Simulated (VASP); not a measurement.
Input:

```xyz
2
Lattice="0.0000 2.5700 2.5700 2.5700 0.0000 2.5700 2.5700 2.5700 0.0000" Properties=species:S:1:pos:R:3 pbc="T T T"
Li     0.0000     0.0000     0.0000
Cl     2.5700     2.5700     2.5700
```

All values below come from HSE06 screened hybrid, VASP's PBE PAW potentials (set 64) (plane waves; VASP). Settings: 520 eV cut-off, 6×6×6 Γ-centred mesh, Gaussian smearing of 0.050 eV, potentials Li_sv Cl.

Q: What does the run give for the energy per atom (σ→0), band gap (over the mesh, the named points and PBE's band edges) with the smallest direct gap where there is one?

A: 
- band gap (over the mesh, the named points and PBE's band edges): 7.71 eV
- smallest direct gap (over the mesh, the named points and PBE's band edges): 7.72 eV
- energy per atom (σ→0): -4.238 eV/atom

The absolute energy has meaning only against runs of the same code, potentials and settings.

The compound is LiCl in the rock salt structure. The cell was not relaxed at this level.
